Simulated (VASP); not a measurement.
VASP ran on this input.

KPOINTS:
```
Automatic mesh
0
Gamma
10 10 5
0 0 0
```

**INCAR**
```
ALGO  =  Normal   # blocked Davidson
LCHARG  =  .TRUE.
GGA  =  PE
ISMEAR  =  -5   # tetrahedra, Bloechl
PREC  =  Accurate
NEDOS  =  601
LORBIT  =  11   # lm-projected
LASPH  =  .TRUE.   # aspherical one-centre terms
SYSTEM  =  LaS
EDIFF  =  1E-7
NELM  =  100   # most electronic steps
LMAXMIX  =  6   # l cut-off of mixed one-centre charges
LWAVE  =  .FALSE.
ENCUT  =  400   # plane-wave cut-off (eV)
ISIF  =  2
LEFG  =  .TRUE.
LREAL  =  .FALSE.   # projection in real space or not
```

### POSCAR
```
LaS
1
    4.0378541410    -0.0000000000    -0.0000000000
   -2.0189270705     3.4968843298     0.0000000000
   -0.0000000000    -0.0000000000     7.3972367863
La S
2 2
Direct
  0.0000000000   0.0000000000   0.0000000000
  0.0000000000   0.0000000000   0.5000000000
  0.3333330000   0.6666670000   0.2500000000
  0.6666670000   0.3333330000   0.7500000000
```

POTCAR, in this order: La S (PBE.64 set). Program: vasp_std.

Task: Translate this PBE calculation to Quantum ESPRESSO's pw.x.

Result: One equivalent input (not run):
```
&CONTROL
  calculation = 'scf'
  pseudo_dir = './pseudo'
  outdir = './out'
  tprnfor = .true.
  tstress = .true.
/
&SYSTEM
  ibrav = 0
  nat = 4
  ntyp = 2
  ecutwfc = 110
  occupations = 'tetrahedra'
  input_dft = 'pbe'
/
&ELECTRONS
  conv_thr = 7.3e-09
  electron_maxstep = 100
/
ATOMIC_SPECIES
  La 138.905 La.upf
  S 32.060 S.upf
CELL_PARAMETERS angstrom
     4.0378541   -0.0000000   -0.0000000
    -2.0189271    3.4968843    0.0000000
    -0.0000000   -0.0000000    7.3972368
ATOMIC_POSITIONS crystal
  La   0.0000000  0.0000000  0.0000000
  La   0.0000000  0.0000000  0.5000000
  S    0.3333330  0.6666670  0.2500000
  S    0.6666670  0.3333330  0.7500000
K_POINTS automatic
  10 10 5 0 0 0
```
What does not carry over: the potentials are each code's own (VASP's PAW set, PseudoDojo norm-conserving files in pw.x), so ENCUT and ecutwfc are chosen apart and not converted; conv_thr bounds pw.x's estimated SCF error, while EDIFF bounds the energy change between steps; the field gradients of LEFG aren't asked of the other code.

The structure was generated: LaS was put into the NiAs type type (P6_3/mmc), which need not be its known phase. It was relaxed first, which changed the volume by -29 %.
